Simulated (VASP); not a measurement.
```xyz
4
Lattice="2.2210 -3.8161 0.0000 2.2210 3.8161 0.0000 0.0000 0.0000 4.5384" Properties=species:S:1:pos:R:3 pbc="T T T"
Ga     2.2210     2.6288     4.1655
Ga     2.2210     1.1873     1.8963
Ga     2.2210    -1.1873     2.6421
Ga     2.2210    -2.6288     0.3729
```

Computed with vdW-DF-cx, VASP's PBE PAW potentials (set 64) (plane waves; VASP 6.6.1). Settings: 520 eV cut-off, 9×9×8 Γ-centred mesh, tetrahedra with Blöchl corrections, potentials Ga_d.

Task: Predict the energy per atom (σ→0), band gap (on the k-mesh) with the smallest direct gap where there is one.

Result: 
The band gap (on the k-mesh) is none (metal, semimetal or under 0.01 eV) and the energy per atom (σ→0) is 0.327 eV/atom.

Total energies compare only between runs with the same potentials, cut-off and functional.

The compound is Ga in the alpha structure. It was relaxed first.
